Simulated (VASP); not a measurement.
# Li5AuO4 (C2/m): formation energy of a point defect, part 3 of 4

How easily does a point defect form in Li5AuO4 (C2/m)? The host is relaxed first, then a supercell is run with and without the defect. The start is a computed cell from the Materials Project.

VASP 6.6.1, plane waves and PAW; the level of theory is named at each step.

So far. Step 2 (Relaxing the host crystal): The run ended after 4 ionic steps, 0.007 eV below its first step, once forces and stress met EDIFFG = -0.03.

**4. The perfect supercell**

Level of this step: PBEsol; plane waves and PAW (Li, Au, O) (VASP).

System of this step: Li5AuO4 (C2/m). The cell holds 80 atoms: 40 Li, 8 Au and 32 O. Its edges and angles: a = 9.415 Å, b = 9.423 Å, c = 9.406 Å, α = 90.0°, β = 102.9°, γ = 90.0°. It derives from Li5AuO4 (Li5AuO4 (C2/m)).

The same cell, mesh and cutoff without the defect give the energy to subtract and, in a gapped host, the band edges to count from, so that most errors cancel.

INCAR

```
SYSTEM = Li5AuO4
PREC = Normal
ENCUT = 400
EDIFF = 1E-05
NELM = 120
ISMEAR = 0
SIGMA = 0.05
LREAL = Auto
ALGO = Fast
GGA = PS
NBANDS = 216
LASPH = .TRUE.
LORBIT = 11
LWAVE = .FALSE.
LCHARG = .FALSE.
```

POSCAR

```
Li5AuO4
1.0
    9.4146470912      0.0000000000     -0.0216189484
    0.0000000000      9.4228038752      0.0000000000
   -2.0744610910      0.0000000000      9.1748999206
Li Au O
40 8 32
Direct
    0.2500000000      0.2922321747      0.2500000000
    0.2500000000      0.2922321747      0.7500000000
    0.5000000000      0.7922321747      0.2500000000
    0.5000000000      0.7922321747      0.7500000000
    0.7500000000      0.2922321747      0.2500000000
    0.7500000000      0.2922321747      0.7500000000
    0.0000000000      0.7922321747      0.2500000000
    0.0000000000      0.7922321747      0.7500000000
    0.2500000000      0.7828026205      0.0000000000
    0.2500000000      0.7828026205      0.5000000000
    0.5000000000      0.2828026205      0.0000000000
    0.5000000000      0.2828026205      0.5000000000
    0.7500000000      0.7828026205      0.0000000000
    0.7500000000      0.7828026205      0.5000000000
    0.0000000000      0.2828026205      0.0000000000
    0.0000000000      0.2828026205      0.5000000000
    0.2500000000      0.2171973795      0.0000000000
    0.2500000000      0.2171973795      0.5000000000
    0.5000000000      0.7171973795      0.0000000000
    0.5000000000      0.7171973795      0.5000000000
    0.7500000000      0.2171973795      0.0000000000
    0.7500000000      0.2171973795      0.5000000000
    0.0000000000      0.7171973795      0.0000000000
    0.0000000000      0.7171973795      0.5000000000
    0.2500000000      0.7077678253      0.2500000000
    0.2500000000      0.7077678253      0.7500000000
    0.5000000000      0.2077678253      0.2500000000
    0.5000000000      0.2077678253      0.7500000000
    0.7500000000      0.7077678253      0.2500000000
    0.7500000000      0.7077678253      0.7500000000
    0.0000000000      0.2077678253      0.2500000000
    0.0000000000      0.2077678253      0.7500000000
    0.0000000000      0.0000000000      0.0000000000
    0.0000000000      0.0000000000      0.5000000000
    0.2500000000      0.5000000000      0.0000000000
    0.2500000000      0.5000000000      0.5000000000
    0.5000000000      0.0000000000      0.0000000000
    0.5000000000      0.0000000000      0.5000000000
    0.7500000000      0.5000000000      0.0000000000
    0.7500000000      0.5000000000      0.5000000000
    0.2500000000      0.0000000000      0.2500000000
    0.2500000000      0.0000000000      0.7500000000
    0.5000000000      0.5000000000      0.2500000000
    0.5000000000      0.5000000000      0.7500000000
    0.7500000000      0.0000000000      0.2500000000
    0.7500000000      0.0000000000      0.7500000000
    0.0000000000      0.5000000000      0.2500000000
    0.0000000000      0.5000000000      0.7500000000
    0.1277832312      0.8529150266      0.1251344007
    0.1277832312      0.8529150266      0.6251344007
    0.3777832312      0.3529150265      0.1251344007
    0.3777832312      0.3529150265      0.6251344007
    0.6277832312      0.8529150266      0.1251344007
    0.6277832312      0.8529150266      0.6251344007
    0.8777832312      0.3529150265      0.1251344007
    0.8777832312      0.3529150265      0.6251344007
    0.3722167688      0.8529150266      0.3748655993
    0.3722167688      0.8529150266      0.8748655993
    0.6222167688      0.3529150266      0.3748655993
    0.6222167688      0.3529150266      0.8748655993
    0.8722167688      0.8529150266      0.3748655993
    0.8722167688      0.8529150266      0.8748655993
    0.1222167688      0.3529150266      0.3748655993
    0.1222167688      0.3529150266      0.8748655993
    0.1277832312      0.1470849735      0.1251344007
    0.1277832312      0.1470849735      0.6251344007
    0.3777832312      0.6470849734      0.1251344007
    0.3777832312      0.6470849734      0.6251344007
    0.6277832312      0.1470849735      0.1251344007
    0.6277832312      0.1470849735      0.6251344007
    0.8777832312      0.6470849734      0.1251344007
    0.8777832312      0.6470849734      0.6251344007
    0.3722167688      0.1470849735      0.3748655993
    0.3722167688      0.1470849735      0.8748655993
    0.6222167688      0.6470849734      0.3748655993
    0.6222167688      0.6470849734      0.8748655993
    0.8722167688      0.1470849735      0.3748655993
    0.8722167688      0.1470849735      0.8748655993
    0.1222167688      0.6470849734      0.3748655993
    0.1222167688      0.6470849734      0.8748655993
```

KPOINTS

```
Automatic mesh
0
Gamma
1 1 1
0 0 0
```

The projector-augmented-wave data sets are Li, Au and O (PBE family, release 64).

Launch:

```
export OMP_NUM_THREADS=5
mpirun -np 1 vasp_gam
```

Output:

```text
[banner, memory and clock lines left out]
running    1 mpi-ranks, on    1 nodes
 distrk:  each k-point on    1 cores,    1 groups
 distr:  one band on    1 cores,    1 groups
 Offloading initialized ...    1 GPUs detected
 POSCAR found type information on POSCAR LiAuO
 POSCAR found :  3 types and      80 ions
 [... a notice as in an earlier step ...]

 LDA part: xc-table for (Slater+PW92), standard interpolation
 POSCAR, INCAR and KPOINTS ok, starting setup
 FFT: planning ... GRIDC
 FFT: planning ... GRID_SOFT
 FFT: planning ... GRID
 WAVECAR not read
 entering main loop
       N       E                     dE             d eps       ncg     rms          rms(c)
DAV:   1     0.276171106249E+04    0.27617E+04   -0.14978E+05   440   0.117E+03
DAV:   2    -0.137419652870E+03   -0.28991E+04   -0.26523E+04   608   0.314E+02
DAV:   3    -0.501419190181E+03   -0.36400E+03   -0.35725E+03   488   0.114E+02
DAV:   4    -0.510244320054E+03   -0.88251E+01   -0.87854E+01   488   0.181E+01
DAV:   5    -0.510369700472E+03   -0.12538E+00   -0.12519E+00   488   0.204E+00    0.759E+01
RMM:   6    -0.411370319543E+03    0.98999E+02   -0.45544E+02   468   0.374E+01    0.680E+01
RMM:   7    -0.404852547574E+03    0.65178E+01   -0.31999E+01   485   0.106E+01    0.275E+01
RMM:   8    -0.402584382764E+03    0.22682E+01   -0.68407E+00   499   0.560E+00    0.967E+00
RMM:   9    -0.402376487918E+03    0.20789E+00   -0.13074E+00   507   0.231E+00    0.183E+00
RMM:  10    -0.402399149456E+03   -0.22662E-01   -0.32101E-01   502   0.940E-01    0.773E-01
RMM:  11    -0.402400401211E+03   -0.12518E-02   -0.38128E-02   499   0.336E-01    0.450E-01
RMM:  12    -0.402400987249E+03   -0.58604E-03   -0.10952E-02   519   0.168E-01    0.213E-01
RMM:  13    -0.402401179989E+03   -0.19274E-03   -0.17848E-03   527   0.631E-02    0.207E-01
RMM:  14    -0.402401388694E+03   -0.20870E-03   -0.84144E-04   491   0.484E-02    0.177E-01
RMM:  15    -0.402401252777E+03    0.13592E-03   -0.40301E-04   486   0.394E-02    0.147E-01
RMM:  16    -0.402401251386E+03    0.13905E-05   -0.41211E-05   415   0.112E-02
   1 F= -.40240125E+03 E0= -.40240125E+03  d E =-.282962E-11
```

Wall time 44 s (1 × NVIDIA H100 80GB HBM3, 81559 MiB with 1 MPI rank of AMD EPYC 7R13 (Zen 3), card shared with another run, shared host); peak memory 1.8 GiB.

Parts of OUTCAR (step 4):

```text
  LATTYP: Found a simple monoclinic cell.
 ALAT       =     9.4064965514
 B/A-ratio  =     1.0017336235
 C/A-ratio  =     1.0008691187
 COS(beta)  =    -0.2227741188

The static configuration has the point symmetry C_2h.

 Found      1 irreducible k-points:

   k-points           NKPTS =      1   k-points in BZ     NKDIM =      1   number of bands    NBANDS=    216

   dimension x,y,z NGX =    48 NGY =   48 NGZ =   48
   dimension x,y,z NGXF=    96 NGYF=   96 NGZF=   96

   ENCUT  =  400.0 eV  29.40 Ry    5.42 a.u.  15.35 15.37 15.34*2*pi/ulx,y,z

   NELECT =     320.0000    total number of electrons

 E-fermi :   2.2891

 k-point     1 :       0.0000    0.0000    0.0000
  band No.  band energies     occupation
    ...
    156       1.7450      2.00000
    157       1.7472      2.00000
    158       1.8043      2.00000
    159       1.8043      2.00000
    160       2.0492      2.00000
    161       4.0557      0.00000
    162       4.4451      0.00000
    163       4.4451      0.00000
    164       4.4745      0.00000
    165       4.7781      0.00000
    ...

  Total      -19.2251396    -18.3649439    -19.2385056      0.0000000      0.0000000      0.2830051
  in kB      -37.8634424    -36.1693080    -37.8897664      0.0000000      0.0000000      0.5573717
  external PRESSURE =     -37.3075056 kB  Pullay stress =       0.0000000 kB

  energy-cutoff  :      400.00
  volume of cell :      813.50
      direct lattice vectors                 reciprocal lattice vectors
     9.414647091  0.000000000 -0.021618948     0.106272647 -0.000000000  0.024028433
     0.000000000  9.422803875  0.000000000    -0.000000000  0.106125524 -0.000000000
    -2.074461091  0.000000000  9.174899921     0.000250412 -0.000000000  0.109049633

 POSITION                                       TOTAL-FORCE (eV/Angst)
 -----------------------------------------------------------------------------------
      1.83505      2.75365      2.28832        -0.000000      0.013632      0.000000
      0.79782      2.75365      6.87577        -0.000000      0.013632      0.000000
      4.18871      7.46505      2.28292        -0.000000      0.013632      0.000000
      3.15148      7.46505      6.87037        -0.000000      0.013632      0.000000
      6.54237      2.75365      2.27751        -0.000000      0.013632      0.000000
      5.50514      2.75365      6.86496        -0.000000      0.013632      0.000000
     -0.51862      7.46505      2.29372        -0.000000      0.013632      0.000000
     -1.55585      7.46505      6.88117        -0.000000      0.013632      0.000000
      2.35366      7.37620     -0.00540        -0.000000     -0.007652      0.000000
      1.31643      7.37620      4.58205        -0.000000     -0.007652      0.000000
      4.70732      2.66479     -0.01081        -0.000000     -0.007652      0.000000
      3.67009      2.66479      4.57664        -0.000000     -0.007652      0.000000
      7.06099      7.37620     -0.01621        -0.000000     -0.007652      0.000000
      6.02375      7.37620      4.57124        -0.000000     -0.007652      0.000000
      0.00000      2.66479      0.00000        -0.000000     -0.007652      0.000000
     -1.03723      2.66479      4.58745        -0.000000     -0.007652      0.000000
      2.35366      2.04661     -0.00540        -0.000000      0.007652      0.000000
      1.31643      2.04661      4.58205        -0.000000      0.007652      0.000000
      4.70732      6.75801     -0.01081        -0.000000      0.007652      0.000000
      3.67009      6.75801      4.57664        -0.000000      0.007652      0.000000
      7.06099      2.04661     -0.01621        -0.000000      0.007652      0.000000
      6.02375      2.04661      4.57124        -0.000000      0.007652      0.000000
      0.00000      6.75801      0.00000        -0.000000      0.007652      0.000000
     -1.03723      6.75801      4.58745        -0.000000      0.007652      0.000000
      1.83505      6.66916      2.28832        -0.000000     -0.013632      0.000000
      0.79782      6.66916      6.87577        -0.000000     -0.013632      0.000000
      4.18871      1.95776      2.28292        -0.000000     -0.013632      0.000000
      3.15148      1.95776      6.87037        -0.000000     -0.013632      0.000000
      6.54237      6.66916      2.27751        -0.000000     -0.013632      0.000000
      5.50514      6.66916      6.86496        -0.000000     -0.013632      0.000000
     -0.51862      1.95776      2.29372        -0.000000     -0.013632      0.000000
     -1.55585      1.95776      6.88117        -0.000000     -0.013632      0.000000
      0.00000      0.00000      0.00000        -0.000000      0.000000      0.000000
     -1.03723      0.00000      4.58745        -0.000000      0.000000      0.000000
      2.35366      4.71140     -0.00540        -0.000000      0.000000      0.000000
      1.31643      4.71140      4.58205        -0.000000      0.000000      0.000000
      4.70732      0.00000     -0.01081        -0.000000      0.000000      0.000000
      3.67009      0.00000      4.57664        -0.000000      0.000000      0.000000
[...]
-----------------------------------------------------------------------------------
    total drift:                               -0.000000     -0.000004     -0.000000

  FREE ENERGIE OF THE ION-ELECTRON SYSTEM (eV)
  ---------------------------------------------------
  free  energy   TOTEN  =      -402.4012513862 eV

  energy  without entropy=     -402.4012513862  energy(sigma->0) =     -402.40125139

 total charge
# of ion       s       p       d       tot
------------------------------------------
    1        0.125   0.262   0.000   0.387
    2        0.125   0.262   0.000   0.387
    3        0.125   0.262   0.000   0.387
    4        0.125   0.262   0.000   0.387
    5        0.125   0.262   0.000   0.387
    6        0.125   0.262   0.000   0.387
    7        0.125   0.262   0.000   0.387
    8        0.125   0.262   0.000   0.387
    9        0.120   0.256   0.000   0.376
   10        0.120   0.256   0.000   0.376
   11        0.120   0.256   0.000   0.376
   12        0.120   0.256   0.000   0.376
   13        0.120   0.256   0.000   0.376
   14        0.120   0.256   0.000   0.376
   15        0.120   0.256   0.000   0.376
   16        0.120   0.256   0.000   0.376
   17        0.120   0.256   0.000   0.376
   18        0.120   0.256   0.000   0.376
   19        0.120   0.256   0.000   0.376
   20        0.120   0.256   0.000   0.376
   21        0.120   0.256   0.000   0.376
   22        0.120   0.256   0.000   0.376
   23        0.120   0.256   0.000   0.376
   24        0.120   0.256   0.000   0.376
   25        0.125   0.262   0.000   0.387
   26        0.125   0.262   0.000   0.387
   27        0.125   0.262   0.000   0.387
   28        0.125   0.262   0.000   0.387
   29        0.125   0.262   0.000   0.387
   30        0.125   0.262   0.000   0.387
   31        0.125   0.262   0.000   0.387
   32        0.125   0.262   0.000   0.387
   33        0.102   0.197   0.000   0.300
   34        0.102   0.197   0.000   0.300
   35        0.102   0.197   0.000   0.300
   36        0.102   0.197   0.000   0.300
   37        0.102   0.197   0.000   0.300
[...]
--------------------------------------------------
tot         60.119 125.101  68.221 253.440

[... 1 part as in an earlier step ...]

[... 3 further parts left out ...]
```

Numbers from this step:

```
electronic cycles   : 16
electrons           : 320
free energy (TOTEN) : -402.4013 eV
Fermi energy        : 2.289 eV
```

No direct gap is given, since this cell folds other wave vectors onto the zone centre.

At this cutoff and mesh the cell shows a pressure of -3.7 GPa, where the relaxation had removed it. It comes from the smaller basis, the coarser mesh or a moment that this cell holds.

The perfect cell has a gap of 2.01 eV on this mesh, with its valence-band top at 2.049 eV, and only the neutral defect is run.

[end of part 3 of 4]

[Lines on the potential files, build, host, timing and source positions are cut from VASP's logs without a mark.]

[Logs are printed without paths, hosts, clocks, repeated set-up lines and the standing remarks that a program may print on its own settings, such as how far it seeks lower states.]

[Hosts, paths, dates, database ids (printed as entryN), source tags and the programs' standing remarks are cut or masked in the printed files.]

[In band tables of VASP the shares of atoms and orbitals are scaled to a sum of 1 inside the atoms' spheres.]

[Runs that stopped without an error message from VASP are left out.]
